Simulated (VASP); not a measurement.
Computed with PBE GGA, VASP's PBE PAW potentials (set 64) (plane waves; VASP).

A VASP calculation is set up with these files.

### INCAR
```
KGAMMA  =  .FALSE.
ISIF  =  2
ALGO  =  Normal   ! blocked Davidson
PREC  =  Accurate
LCHARG  =  .FALSE.
NELM  =  100   ! most electronic steps
LORBIT  =  10
GGA  =  PE   ! PBE
LASPH  =  .TRUE.   ! aspherical one-centre terms
SYSTEM  =  MnO
ISPIN  =  2
KSPACING  =  0.6
ISMEAR  =  0   ! Gaussian
EDIFF  =  1E-6   ! SCF stop (eV)
LMAXMIX  =  4   ! l cut-off of mixed one-centre charges
MAGMOM  =  5.0 -5.0 0.0 0.0
SIGMA  =  0.05
LREAL  =  .FALSE.   ! projection in real space or not
LWAVE  =  .FALSE.
ENCUT  =  520
```

File POSCAR:
```
MnO
1
    4.5288000000     2.2644000000     2.2644000000
    2.2644000000     4.5288000000     2.2644000000
    2.2644000000     2.2644000000     4.5288000000
Mn O
2 2
Direct
  0.0000000000   0.0000000000   0.0000000000
  0.5000000000   0.5000000000   0.5000000000
  0.2500000000   0.2500000000   0.2500000000
  0.7500000000   0.7500000000   0.7500000000
```

POTCAR, in this order: Mn_pv O (PBE.64 set). Program: vasp_std.

Task: What will the output report for the number of irreducible k-points (NKPTS), number of bands (NBANDS), largest plane-wave count, number of space-group operations, FFT grid (NGX, NGY, NGZ)?

Result: 
```yaml
number of irreducible k-points (NKPTS): 10
number of bands (NBANDS): 23
largest_plane_wave_count: 1255
number_of_space_group_operations: 12
FFT grid (NGX, NGY, NGZ): 42 × 42 × 42
```

The compound is MnO in the rock salt, AFM-II order structure. The cell was not relaxed at this level. The run is one of a series of settings (KGAMMA = .FALSE., KSPACING = 0.6, KPOINTS file removed against the base run), some of them coarse on purpose.
